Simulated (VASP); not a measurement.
These are HSE06 screened hybrid, VASP's PBE PAW potentials (set 64) (plane waves; VASP) values and carry that method's errors.

A VASP calculation is set up with these files.

KPOINTS:
```
Automatic mesh
0
Gamma
3 3 2
0 0 0
```

POSCAR:
```
MgI2
1
    4.1956800000     0.0000000000     0.0000000000
   -2.0978400000     3.6335650000     0.0000000000
    0.0000000000     0.0000000000     7.1057300000
Mg I
1 2
Direct
  0.0000000000   0.0000000000   0.0000000000
  0.3333330000   0.6666670000   0.2340800000
  0.6666670000   0.3333330000   0.7659200000
```

INCAR:
```
PRECFOCK  =  Fast
SIGMA  =  0.01
LASPH  =  T   # aspherical one-centre terms
HFSCREEN  =  0.2   # 1/Angstrom
GGA  =  PE
LHFCALC  =  T
LMAXMIX  =  4
NELM  =  100
SYSTEM  =  MgI2
LREAL  =  F   # projection in real space or not
ENCUT  =  300
ISIF  =  2   # forces and stress, cell fixed
ISYM  =  3
EDIFF  =  1E-6   # SCF stop (eV)
ALGO  =  Normal   # blocked Davidson
LCHARG  =  F
AEXX  =  0.25
LWAVE  =  F
PREC  =  Accurate
ISMEAR  =  0
```

POTCAR, in this order: Mg I (PBE.64 set). Program: vasp_std.

**Question.** What will the output report for the number of irreducible k-points (NKPTS), largest plane-wave count, number of space-group operations, FFT grid (NGX, NGY, NGZ)?

**Answer.** 
```json
{
  "number of irreducible k-points (NKPTS)": "6",
  "largest_plane_wave_count": "1290",
  "number_of_space_group_operations": "12",
  "FFT grid (NGX, NGY, NGZ)": "24 × 24 × 40"
}
```

The structure comes from a computed database's MgI2 entry; how it stands against other phases isn't given here. The cell was not relaxed at this level. The k-mesh is coarse (spacing up to 0.58 per Å, 2π included), so the numbers may not be converged in it. The run is one of a series of settings (KPOINTS 3×3×2 Γ-centred mesh against the base run), some of them coarse on purpose.
